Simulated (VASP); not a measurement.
The system is Zn3Sb.

```
Sb Zn
1.0
    -2.07249    2.07249    4.27061
     2.07249   -2.07249    4.27061
     2.07249    2.07249   -4.27061
Sb Zn
1 3
Direct
  0.00000 0.00000 0.00000
  0.50000 0.50000 0.00000
  0.25000 0.75000 0.50000
  0.75000 0.25000 0.50000
```

The cell comes from a database or a generator and needn't be the stable form of this composition.

```yaml
Program: VASP 6.6.1
Task: single point
Functional: PBE
Potentials_or_basis: VASP PAW PBE potentials, release 64 (Sb, Zn)
Cutoff: 520 eV
k_mesh: 9 × 9 × 9
Occupations: fermi-dirac, width 0.05 eV
Spin: no spin polarisation
```

On this cell: pressure 2.8 GPa; largest force under 0.003 eV/Å; band gap on the k mesh none (metal or under the smearing width).

The same run follows on a disturbed copy (atoms moved at random, drawn with an rms of 0.05 Å):

```
Sb Zn
1.0
    -2.07249    2.07249    4.27061
     2.07249   -2.07249    4.27061
     2.07249    2.07249   -4.27061
Sb Zn
1 3
Direct
  0.00191 0.00492 0.00229
  0.49387 0.49797 0.99292
  0.25225 0.74292 0.49421
  0.75091 0.25354 0.49789
```

Q: What changes?

A: The energy (extrapolated to zero smearing) moves by +0.6 meV/atom; pressure 2.9 GPa; largest force 0.079 eV/Å; band gap on the k mesh none (metal or under the smearing width).

Forces in eV/Å, atoms in the order of the input:
```
Sb  -0.061 -0.049  0.007
Zn   0.038  0.051  0.007
Zn   0.049 -0.020  0.024
Zn  -0.026  0.018 -0.037
```

Stress tensor (GPa, compression positive):
```
2.80 0.01 0.24
0.01 2.72 0.12
0.24 0.12 3.07
```
